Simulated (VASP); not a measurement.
Given:

```
TlBr
1.0
    3.84078     0.00000     0.00000
    0.00000     3.84078     0.00000
    0.00000     0.00000     3.84078
Tl Br
1 1
Direct
  0.00000   0.00000   0.00000
  0.50000   0.50000   0.50000
```

All values below come from LDA (Ceperley-Alder, Perdew-Zunger), VASP's LDA PAW potentials (set 64) (plane waves; VASP). Settings: 400 eV cut-off, 6×6×6 Γ-centred mesh, Gaussian smearing of 0.050 eV, potentials Tl_d Br.

Unless said otherwise, spin-orbit coupling is left out, though it shifts the bands of the heavy elements here.

Estimate the energy per atom (σ→0), band gap (on the k-mesh) with the smallest direct gap where there is one.

| Item | Value |
|---|---|
| band gap (on the k-mesh) | 1.34 eV |
| smallest direct gap (on the k-mesh) | 1.34 eV |
| energy per atom (σ→0) | -316.2 kJ/mol of atoms |

The structure comes from a computed database's TlBr entry (Pm-3m); how it stands against other phases isn't given here. It was relaxed first, which changed the volume by -11 %. The start is the result of an earlier pass.
